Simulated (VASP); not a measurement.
A VASP calculation is set up with these files.

### KPOINTS
```
Automatic mesh
0
Gamma
9 9 5
0 0 0
```

POSCAR:
```
Y
1
    1.8615000000    -3.2242130000     0.0000000000
    1.8615000000     3.2242130000     0.0000000000
    0.0000000000     0.0000000000     5.8446000000
Y
2
Direct
  0.3333330000   0.6666670000   0.2500000000
  0.6666670000   0.3333330000   0.7500000000
```

**INCAR**
```
SYSTEM = Y
PREC = Accurate
ENCUT = 400
EDIFF = 1E-6
NELM = 60
ALGO = VeryFast
LREAL = .FALSE.
LASPH = .TRUE.
ISMEAR = 1
SIGMA = 0.1
GGA = PE
LMAXMIX = 4
LWAVE = .FALSE.
LCHARG = .FALSE.
ISIF = 2
NELMDL = -1
```

POTCAR, in this order: Y_sv (PBE.64 set). Program: vasp_std.

The run wrote:

standard output:
```
...
RMM:  21     0.630745266838E+03   -0.79256E+01   -0.88020E+01  2108   0.468E+01    0.136E+03
RMM:  22     0.628614573387E+03   -0.21307E+01   -0.47294E+01  2067   0.433E+01    0.136E+03
RMM:  23     0.627137205670E+03   -0.14774E+01   -0.50341E+01  2106   0.406E+01    0.133E+03
RMM:  24     0.623405107869E+03   -0.37321E+01   -0.41888E+01  2135   0.375E+01    0.133E+03
RMM:  25     0.618349867875E+03   -0.50552E+01   -0.45597E+01  2121   0.352E+01    0.132E+03
RMM:  26     0.617444095317E+03   -0.90577E+00   -0.30446E+01  2061   0.331E+01    0.131E+03
RMM:  27     0.614588751569E+03   -0.28553E+01   -0.26053E+01  2142   0.307E+01    0.131E+03
RMM:  28     0.612534743580E+03   -0.20540E+01   -0.28475E+01  2141   0.289E+01    0.131E+03
RMM:  29     0.609916142745E+03   -0.26186E+01   -0.25226E+01  2148   0.269E+01    0.131E+03
RMM:  30     0.606864037966E+03   -0.30521E+01   -0.27585E+01  2147   0.251E+01    0.130E+03
RMM:  31     0.605443807810E+03   -0.14202E+01   -0.13735E+01  2147   0.234E+01    0.130E+03
RMM:  32     0.604716135404E+03   -0.72767E+00   -0.11172E+01  2144   0.217E+01    0.130E+03
RMM:  33     0.602104125740E+03   -0.26120E+01   -0.82763E+00  2130   0.204E+01    0.129E+03
RMM:  34     0.599581299713E+03   -0.25228E+01   -0.78464E+00  2146   0.193E+01    0.130E+03
RMM:  35     0.599025487551E+03   -0.55581E+00   -0.10002E+01  2148   0.179E+01    0.130E+03
RMM:  36     0.597760555138E+03   -0.12649E+01   -0.90611E+00  2148   0.169E+01    0.130E+03
RMM:  37     0.603370715663E+03    0.56102E+01   -0.56640E+00  2055   0.197E+01    0.125E+03
RMM:  38     0.607892980532E+03    0.45223E+01   -0.53850E+00  2076   0.194E+01    0.120E+03
RMM:  39     0.610704888427E+03    0.28119E+01   -0.36833E+00  2136   0.174E+01    0.116E+03
RMM:  40     0.613073230258E+03    0.23683E+01   -0.35244E+00  2148   0.163E+01    0.114E+03
RMM:  41     0.614819839417E+03    0.17466E+01   -0.28739E+00  2148   0.155E+01    0.112E+03
RMM:  42     0.614685395341E+03   -0.13444E+00   -0.23384E+00  2152   0.143E+01    0.111E+03
RMM:  43     0.611797816096E+03   -0.28876E+01   -0.23002E+00  2148   0.129E+01    0.111E+03
RMM:  44     0.608499310929E+03   -0.32985E+01   -0.31616E+00  2146   0.124E+01    0.111E+03
RMM:  45     0.610076569461E+03    0.15773E+01   -0.21177E+00  2096   0.120E+01    0.111E+03
RMM:  46     0.616375399847E+03    0.62988E+01   -0.20344E+00  2132   0.140E+01    0.110E+03
RMM:  47     0.621407569241E+03    0.50322E+01   -0.49313E+00  2057   0.169E+01    0.102E+03
RMM:  48     0.621080567062E+03   -0.32700E+00   -0.14687E+00  2132   0.137E+01    0.101E+03
RMM:  49     0.619470947997E+03   -0.16096E+01   -0.15978E+00  2137   0.121E+01    0.101E+03
RMM:  50     0.617890075588E+03   -0.15809E+01   -0.31263E+00  2080   0.148E+01    0.106E+03
RMM:  51     0.617163381959E+03   -0.72669E+00   -0.97424E-01  2142   0.117E+01    0.106E+03
RMM:  52     0.625382937703E+03    0.82196E+01   -0.28682E+00  2109   0.163E+01    0.108E+03
RMM:  53     0.621655285494E+03   -0.37277E+01   -0.21256E+00  2150   0.122E+01    0.107E+03
RMM:  54     0.603157682490E+03   -0.18498E+02   -0.41534E+00  2115   0.165E+01    0.109E+03
RMM:  55     0.616990662179E+03    0.13833E+02   -0.19238E+00  2069   0.151E+01    0.107E+03
RMM:  56     0.635650817479E+03    0.18660E+02   -0.87243E+00  2126   0.258E+01    0.102E+03
RMM:  57     0.662609924181E+03    0.26959E+02   -0.32229E+01  2158   0.528E+01    0.960E+02
RMM:  58     0.663146101597E+03    0.53618E+00    0.26680E+00  2149   0.348E+01    0.930E+02
RMM:  59     0.679431170520E+03    0.16285E+02    0.36725E+01  2115   0.487E+01    0.903E+02
RMM:  60     0.682657460460E+03    0.32263E+01    0.15397E+01  2149   0.444E+01

 -----------------------------------------------------------------------------
|                                                                             |
|           W    W    AA    RRRRR   N    N  II  N    N   GGGG   !!!           |
|           W    W   A  A   R    R  NN   N  II  NN   N  G    G  !!!           |
|           W    W  A    A  R    R  N N  N  II  N N  N  G       !!!           |
|           W WW W  AAAAAA  RRRRR   N  N N  II  N  N N  G  GGG   !            |
|           WW  WW  A    A  R   R   N   NN  II  N   NN  G    G                |
|           W    W  A    A  R    R  N    N  II  N    N   GGGG   !!!           |
|                                                                             |
|     The electronic self-consistency was not achieved in the given           |
|     number of steps (NELM). The forces and other quantities evaluated       |
|     might not be reliable so examine the results carefully. If you find     |
|     spurious results, we suggest increasing NELM, if you were close to      |
|     convergence or switching to a different ALGO or adjusting the           |
|     density mixing parameters otherwise.                                    |
|                                                                             |
 -----------------------------------------------------------------------------

   1 F= 0.68265746E+03 E0= 0.68265896E+03  d E =-.448422E-02
```

OUTCAR:
```
------------------------ aborting loop EDIFF was not reached (unconverged)  ----------------------------
  FORCE on cell =-STRESS in cart. coord.  units (eV):
  Direction    XX          YY          ZZ          XY          YZ          ZX
  --------------------------------------------------------------------------------------
  Total      159.8346780    159.8347198    154.9064780      0.0000000     -0.0000000      0.0000000
  in kB     3650.1443387   3650.1452935   3537.5990402      0.0000000     -0.0000000      0.0000000
  external PRESSURE =    3612.6295575 kB  Pullay stress =       0.0000000 kB
  volume of cell :       70.16
      direct lattice vectors                 reciprocal lattice vectors
     1.861500000 -3.224213000  0.000000000     0.268600591 -0.155076603  0.000000000
     1.861500000  3.224213000  0.000000000     0.268600591  0.155076603  0.000000000
     0.000000000  0.000000000  5.844600000     0.000000000  0.000000000  0.171098108
 POSITION                                       TOTAL-FORCE (eV/Angst)
 -----------------------------------------------------------------------------------
      1.86150      1.07474      1.46115        -0.000000     -0.000000      0.000000
      1.86150     -1.07474      4.38345         0.000000      0.000000      0.000000
 -----------------------------------------------------------------------------------
    total drift:                               -0.001101      0.001915     -0.000190
  FREE ENERGIE OF THE ION-ELECTRON SYSTEM (eV)
  ---------------------------------------------------
  free  energy   TOTEN  =       682.6574604603 eV

  energy  without entropy=      682.6619446828  energy(sigma->0) =      682.65895520
```
(Selected blocks of OUTCAR.)

Q: Read the log: what went wrong, and how is it fixed?

A: The cause: ALGO = VeryFast starts from random orbitals with almost no delay (NELMDL = -1). The run did not converge; its last values are not results. Against the sound run, the energy per atom (σ→0) increases by 347.742 eV/atom; the pressure increases by 363.77 GPa. To mend it, set ALGO = Normal, remove NELMDL.

The mended run (PBE GGA, plane waves, VASP's PBE PAW potentials (set 64)) converges, and its OSZICAR ends with
```
   1 F= -.12825144E+02 E0= -.12824654E+02  d E =-.146847E-02
```

The compound is Y in the hcp structure. The cell was not relaxed at this level.
